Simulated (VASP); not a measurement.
Crystal: InGa3As4.

```
CELL_PARAMETERS angstrom
-5.74927 5.74927 0.00000
-5.74927 0.00000 5.74927
0.00000 5.74927 5.74927
ATOMIC_POSITIONS crystal
In 0.00000 0.00000 0.00000
In 0.50000 0.00000 0.00000
Ga 0.00000 0.50000 0.00000
Ga 0.00000 0.00000 0.50000
Ga 0.50000 0.50000 0.00000
Ga 0.50000 0.00000 0.50000
Ga 0.00000 0.50000 0.50000
Ga 0.50000 0.50000 0.50000
As 0.87500 0.87500 0.37500
As 0.37500 0.87500 0.37500
As 0.87500 0.37500 0.37500
As 0.87500 0.87500 0.87500
As 0.37500 0.37500 0.37500
As 0.37500 0.87500 0.87500
As 0.87500 0.37500 0.87500
As 0.37500 0.37500 0.87500
```

The cell was built by a generator and needn't be a form met in nature.

```yaml
Program: VASP 6.6.1
Task: relaxation of cell and atoms
Functional: PBEsol
Potentials_or_basis: VASP PAW PBE potentials, release 64 (In_d, Ga_d, As)
Cutoff: 600 eV
k_mesh: 6 × 6 × 6
Occupations: gaussian, width 0.03 eV
Spin: no spin polarisation
```

At the start: pressure 1.5 GPa; volume 23.75 Å³/atom.

How do energy, volume and symmetry change on relaxing?

Over 9 steps the energy falls by 28.7 meV/atom and the volume is 24.07 Å³/atom (+1.3 %); space group Amm2 (No. 38, to 0.05 Å).

Step by step:
```tsv
step	energy change (eV)	largest force (eV/Å)	pressure (GPa)	volume (Å³)
1	0.0000	1.6005	1.46	380.07
2	-0.3964	0.4826	-1.00	392.10
3	-0.4027	0.3342	-1.29	393.86
4	-0.4557	0.0892	0.17	384.22
5	-0.4561	0.0849	0.06	384.99
6	-0.4581	0.0386	0.01	385.11
7	-0.4584	0.0220	-0.01	385.18
8	-0.4584	0.0221	0.00	385.19
9	-0.4586	0.0067	-0.01	385.15
```

Final structure:
```
In Ga As
1.0
    -5.76708    5.76708    0.00000
    -5.77099   -0.00391    5.78231
     0.00391    5.77099    5.78231
In Ga As
2 6 8
Direct
  0.99923 0.00077 0.00077
  0.49923 0.00077 0.00077
  0.00010 0.49971 0.00009
  0.00010 0.00009 0.49971
  0.50010 0.49971 0.00009
  0.50010 0.00009 0.49971
  0.99989 0.50011 0.50011
  0.49989 0.50011 0.50011
  0.87020 0.87022 0.38938
  0.37020 0.87022 0.38938
  0.87504 0.37496 0.37496
  0.88523 0.86477 0.86477
  0.37504 0.37496 0.37496
  0.38523 0.86477 0.86477
  0.87020 0.38938 0.87022
  0.37020 0.38938 0.87022
```

Caveat: the PAW data sets were made with another functional, which shifts forces and pressure a little.
